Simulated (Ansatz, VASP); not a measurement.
# Cross-check of AlGa3N4 (AlGa3N4 (Pm)) between VASP and Ansatz, part 2 of 2

Wanted: the spread between two codes on one cell, functional and k mesh. The cell is taken from a series of runs on this material, whose earlier steps may have relaxed, scaled, displaced or heated it; both programs get it as it stands.

VASP 6.6.1 and Ansatz 0.2.0.

So far: The starting structure; VASP: relaxation of cell and atoms, PBEsol.

## (3) Ansatz: relaxation of cell and atoms, PBEsol

Level of this step: Ansatz beside VASP: Kohn-Sham DFT, plane waves, PBEsol (Ansatz).

Ansatz runs on its PAW soft_1 files.

The same cell, functional, mesh and smearing now go to Ansatz.

Input file input.yaml:

```yaml
crystal:
  lattice:
    - [5.1455898, 0.0, 0.0]
    - [0.0, 3.1670776, 0.0]
    - [-0.0037175, 0.0, 5.4836534]
  atoms:
    - { symbol: Al, position: [0.00050108, 0.5, 0.6673044] }
    - { symbol: Ga, position: [0.49913931, 0.5, 0.33514653] }
    - { symbol: Ga, position: [0.49913488, 0.0, 0.83132616] }
    - { symbol: Ga, position: [0.99990822, 0.0, 0.16624089] }
    - { symbol: "N", position: [0.11923844, 0.5, 0.34129715] }
    - { symbol: "N", position: [0.11682905, 0.0, 0.82526452] }
    - { symbol: "N", position: [0.62024701, 0.0, 0.16615093] }
    - { symbol: "N", position: [0.63260202, 0.5, 0.66727042] }
basis:
  ecutwfc: 420
  xc_grid: 2
hamiltonian:
  xc: pbesol
  pseudopotentials: { kind: paw, azcp: { folder: soft_1 }, xc_functional: pbe }
kpoints:
  mp_grid: { grid: [5, 8, 5] }
scf:
  occupations: { method: fermi_dirac, width: 0.01 }
  max_iter: 150
output:
  forces: true
  stress: true
relax:
  f_tol: 0.01
  max_steps: 60
  cell: {}
checkpoint:
  write: "../pbesol.run"
  compress: false
  write_wavefunctions: false
  write_every: 100000
```

Started as:

```console
ansatz run input.yaml --threads 4 --pin off --max-ram 7536MiB --backend cpu --events-out ev --progress --plain --runs-dir out
```

Numbers of over 12 decimals in the logs are rounded to 6 here.

Log:

```text
Engine: ansatz 0.2.0, aarch64-unknown-linux-gnu
Pseudopotentials: kind: paw
Pseudopotential: Al, paw, valence charge 3, recommended cutoff 420 eV (normal), soft_1/Al.paw.azcp
Pseudopotential: Ga, paw, valence charge 13, recommended cutoff 420 eV (normal), soft_1/Ga.paw.azcp
Pseudopotential: N, paw, valence charge 5, recommended cutoff 420 eV (normal), soft_1/N.paw.azcp
Functional definition: PBEsol
  exchange = pbesol_x
  correlation = pbesol_c
Crystal: 8 atoms, lattice volume = 89.364 Å³
Basis set: ecut = 420 eV, 1757 PW (Γ), exchange–correlation on 72×48×80 points (8 copies of the dense FFT grid, shifted against one another)
Bands: 39, of which v1, the nominal top of the filled ones, is band 31 counted from 1 (30 counted from 0)
Symmetry: 2 space group operations
Space group: Pm (ITA 6), of the structure as read, at distance tolerance 4.5e-5 Å
k-points: 65 of 200 (time reversal used)
Non-local potential: Al, projectors of the file, l = 0: 2, l = 1: 2, l = 2: 1
Non-local potential: Ga, projectors of the file, l = 0: 2, l = 1: 2, l = 2: 3, l = 3: 1
Non-local potential: N, projectors of the file, l = 0: 2, l = 1: 2, l = 2: 1
PAW form: soft (Blöchl's): semilocal exchange-correlation on the pseudo side does not see the compensation charge
PAW frozen core: Al, regenerated for the run's functional, and the local potential with it (the file was generated under x = pbe(κ = 0.804, μ = 0.219515), c = pbe(β = 0.066725))
PAW frozen core: Ga, regenerated for the run's functional, and the local potential with it (the file was generated under x = pbe(κ = 0.804, μ = 0.219515), c = pbe(β = 0.066725))
PAW frozen core: N, regenerated for the run's functional, and the local potential with it (the file was generated under x = pbe(κ = 0.804, μ = 0.219515), c = pbe(β = 0.066725))
PAW one-centre angular grid: Al, 110 points (default); XC on 64 Gauss nodes
PAW one-centre angular grid: Ga, 590 points (default); XC on 64 Gauss nodes
PAW one-centre angular grid: N, 110 points (default); XC on 64 Gauss nodes
Initial density: superposition of atomic densities (chi_scale 0.1, normalization cell, long waves kept (reshape's long-wave potential 0.10 eV rms))
Initial wavefunctions: pseudopotential atomic-orbital guess
Functional: x = pbesol(κ = 0.804, μ = 0.123457), c = pbesol(β = 0.046)
SCF iter   1: F=—  HF=-13277.446751 eV  |F-HF|=—  |Δ(HF+E_count)|=         —  Δρ=1.12e-1  dr2=1.00e1  ethr=3.10e-3  ⟨swp⟩=6.0  Hψ=9613  notcnv=0
preconditioner: auto → Resta (q_TF=auto, 2.567 Å⁻¹)  ε∞=4.4  [insulator: Δε(μ)=3.212 eV  Ē_g=16.671 eV  σ=0.010 eV  W_gap=1.00  n_scr=22 (ndim 8)  ℏωp=30.9 eV  f_vac=0.000  D(μ)=0.00/eV (n_scr^D=0)  ε∞_Penn≈4.4]
SCF iter   2: F=—  HF=-13274.790520 eV  |F-HF|=—  |Δ(HF+E_count)|=    2.66e0  Δρ=4.66e-2  dr2=1.08e0  ethr=3.10e-3  ⟨swp⟩=2.7  Hψ=5504  notcnv=0  defer=200
SCF iter   3: F=—  HF=-13274.531653 eV  |F-HF|=—  |Δ(HF+E_count)|=   2.59e-1  Δρ=1.82e-2  dr2=2.16e-1  ethr=1.74e-3  ⟨swp⟩=2.0  Hψ=2655  notcnv=0  defer=200
SCF iter   4: F=—  HF=-13274.479852 eV  |F-HF|=—  |Δ(HF+E_count)|=   5.18e-2  Δρ=2.62e-3  dr2=6.87e-3  ethr=3.48e-4  ⟨swp⟩=3.0  Hψ=4611  notcnv=0  defer=200
SCF iter   5: F=—  HF=-13274.480467 eV  |F-HF|=—  |Δ(HF+E_count)|=   6.14e-4  Δρ=2.56e-3  dr2=2.88e-3  ethr=1.11e-5  ⟨swp⟩=2.7  Hψ=4763  notcnv=0  defer=200
SCF iter   6: F=—  HF=-13274.480226 eV  |F-HF|=—  |Δ(HF+E_count)|=   2.41e-4  Δρ=3.12e-4  dr2=7.12e-5  ethr=4.65e-6  ⟨swp⟩=2.0  Hψ=4647  notcnv=0  defer=200
SCF iter   7: F=—  HF=-13274.480241 eV  |F-HF|=—  |Δ(HF+E_count)|=   1.51e-5  Δρ=1.91e-4  dr2=3.21e-5  ethr=1.15e-7  ⟨swp⟩=2.0  Hψ=4550  notcnv=0  defer=200
SCF iter   8: F=—  HF=-13274.480240 eV  |F-HF|=—  |Δ(HF+E_count)|=   6.68e-7  Δρ=6.51e-5  dr2=3.10e-6  ethr=5.18e-8  ⟨swp⟩=2.0  Hψ=3769  notcnv=0  defer=200
SCF iter   9: F=—  HF=-13274.480241 eV  |F-HF|=—  |Δ(HF+E_count)|=   1.07e-6  Δρ=1.32e-5  dr2=1.38e-7  ethr=5.00e-9  ⟨swp⟩=2.0  Hψ=3115  notcnv=0  defer=200
SCF iter  10: F=-13274.480241 eV  HF=-13274.480241 eV  |F-HF|=6.51e-8  |Δ(HF+E_count)|=   9.16e-8  Δρ=7.57e-6  dr2=4.48e-8  ethr=1.61e-10  ⟨swp⟩=4.0  Hψ=8818  notcnv=0
SCF 1 converged in 10 iterations: F = -13274.480241 eV  dr2 = 4.48e-8
  greatest PAW one-centre occupation: 0.996 electrons in one spin orbital (limit 2), on the Ga atom at site 3 (counted from 0), in its partial waves of l = 2
relax step   1: F+E_penalty+E_count = -13274.48024118 eV  Δ(F+E_penalty+E_count) = +0.000e0 eV  max|allowed force component| = 1.550e-1 eV/Å  Δτ_max = 0.0000 Å  P = -0.423 GPa  Ω = 89.364 Å³  (10 SCF iters, dr2 threshold 1.00e-7 eV, accepted)
[...]
relax step   2: F+E_penalty+E_count = -13274.48195747 eV  Δ(F+E_penalty+E_count) = -1.716e-3 eV  max|allowed force component| = 7.706e-2 eV/Å  Δτ_max = 0.0040 Å  P = -0.151 GPa  Ω = 89.238 Å³  energy of the carried Pulay correction = +2.344e-4 eV  (4 SCF iters, dr2 threshold 8.00e-7 eV, accepted)
[...]
relax step   3: F+E_penalty+E_count = -13274.48250945 eV  Δ(F+E_penalty+E_count) = -5.520e-4 eV  max|allowed force component| = 4.678e-3 eV/Å  Δτ_max = 0.0035 Å  P = +0.003 GPa  Ω = 89.167 Å³  energy of the carried Pulay correction = +3.658e-4 eV  (4 SCF iters, dr2 threshold 3.71e-7 eV, accepted)
[...]
relax step   4: F+E_penalty+E_count = -13274.48214801 eV  Δ(F+E_penalty+E_count) = +3.614e-4 eV  max|allowed force component| = 4.550e-3 eV/Å  Δτ_max = 0.0000 Å  P = -0.002 GPa  Ω = 89.167 Å³  stress off target by 1.56e-2 GPa  SCF on the basis re-selected at this cell (its energy is not comparable with the rows above)  (6 SCF iters)
basis re-selected at this cell: Δ(F+E_penalty+E_count) = +3.614e-4 eV, ΔP = -0.006 GPa vs the last step (what re-selecting the basis moved, of the pressure what is left beyond the Pulay correction that the steps carried, after the strain that the cell walked since its last selection, with what the two solves' SCF thresholds leave and, on support functions, any second-order correction that the steps lacked; it is no m [...]
SCF converged after 6 iterations
Free energy (F): -13274.482148 eV
Harris-Foulkes:  -13274.482148 eV  (|F-HF|=3.27e-11)
Internal energy: -13274.482148 eV  (E = F + TS)
E sigma→0 (E₀):  -13274.482148 eV
Fermi energy:    10.188430 eV
--- Per-component energies (eV) ---
  E_band       = -18.933171
  E_kinetic    = 877.495399
  E_local      = -4989.105275  (includes V_loc(G=0)·N_el)
  E_nonlocal   = -116.287162
  E_hartree    = 3019.951715
  E_xc         = -461.944012
  E_vxc        = -498.515859  (∫ρ·V_xc dr)
  E_paw        = -6821.148311  (= ΣΔE_a)
  E_vpaw       = -1332.426354  (= ΣTr[D̂ρ^β])
  E_aug_tail   = 0.002836  (compensation charges beyond the density's cutoff)
  E_ewald      = -4786.167808
  E_core_change = 2.720472  (= ΣΔE_core)
  E_smearing   = -0.000000  (= −TS)
  E_closure    = 0.000000  (closes the sum)
  Σ components = -13274.482148   (vs F -13274.482148, Δ=0.00e0)
--- Forces (eV/Å), atoms counted from 1 ---
  atom   1  Al     0.00289141     0.00000000     0.00071015
  atom   2  Ga     0.00205427     0.00000000     0.00239418
  atom   3  Ga     0.00333940     0.00000000    -0.00068454
  atom   4  Ga    -0.00454944     0.00000000    -0.00032007
  atom   5  N     -0.00083027     0.00000000     0.00061141
  atom   6  N     -0.00221251     0.00000000    -0.00023006
  atom   7  N      0.00204095     0.00000000    -0.00104412
  atom   8  N     -0.00273057     0.00000000    -0.00143613
  max |Σ_I F_I| component: 3.24e-6 eV/Å
--- Stress (GPa, compression-positive) ---
        0.009301       0.000000      -0.003316
        0.000000      -0.001403       0.000000
       -0.003291       0.000000      -0.015140
  P = ⅓ Tr σ = -0.0024 GPa (-0.024 kbar)
--- Relaxed structure (3 steps of the walk, 3 accepted, 1 SCFs on fresh bases) ---
  F+E_penalty+E_count = -13274.48214801 eV   max|allowed force component| = 4.550e-3 eV/Å   (the final SCF, on the basis selected at the relaxed cell)
  cell:  # Å, volume = 89.1669 Å³
    - [5.142463, 0, 0.000102362]
    - [0, 3.164994, -6.642235342066851e-19]
    - [-0.00360615, -1.1500898013437053e-18, 5.478474]
  atoms:
    - { symbol: Al, position: [0.000604262, 0.5, 0.667359] }
    - { symbol: Ga, position: [0.499115, 0.5, 0.334926] }
    - { symbol: Ga, position: [0.499027, 0, 0.831551] }
    - { symbol: Ga, position: [0.999853, 0, 0.166182] }
    - { symbol: N, position: [0.119664, 0.5, 0.340123] }
    - { symbol: N, position: [0.117631, 4.1570670452187834e-19, 0.826346] }
    - { symbol: N, position: [0.620438, 0, 0.166215] }
    - { symbol: N, position: [0.631268, 0.5, 0.667299] }
```

In the SCF lines HF is the Harris–Foulkes energy and dr2 the Hartree energy of the density residual, in eV; the loop may stop once dr2 is under the threshold and the program's other checks hold. Hψ counts applications of the Hamiltonian.

## (4) Side by side

Known differences besides the potentials themselves: the cutoff is 420 eV in Ansatz and 600 eV in VASP; Ansatz makes its cores anew for this functional, VASP keeps those of its PBE data sets; Ansatz adds a Pulay correction to the stress that steers its cell, VASP none. Total energies have different zeros and are not compared.

Compared:

```
                                         quantity  Ansatz   VASP  difference
                                      volume (Å³)   89.17  89.01     +0.18 %
edge a after relaxation, in the typed setting (Å)   5.143  5.140     +0.05 %
edge b after relaxation, in the typed setting (Å)   3.165  3.163     +0.06 %
edge c after relaxation, in the typed setting (Å)   5.479  5.475     +0.06 %
```

## (5) Outcome

| Property | Result |
| --- | --- |
| difference in volume (relaxation of cell and atoms, PBEsol) | 0.18 % |

What this shows: The difference in volume is 0.18 % (relaxation of cell and atoms, PBEsol), within the 1.2 % picked in this series as the mark of a large difference, as far as the stopping tolerances let one tell. Such differences can come from data sets, numerical settings and the points named under the comparisons, not from the functional's error against experiment.

[Lines on the potential files, build, host, timing and source positions are cut from VASP's logs without a mark.]

[Logs are printed without paths, hosts, clocks, repeated set-up lines and the standing remarks that a program may print on its own settings, such as how far it seeks lower states.]

[Hosts, paths, dates, database ids (printed as entryN), source tags and the programs' standing remarks are cut or masked in the printed files.]
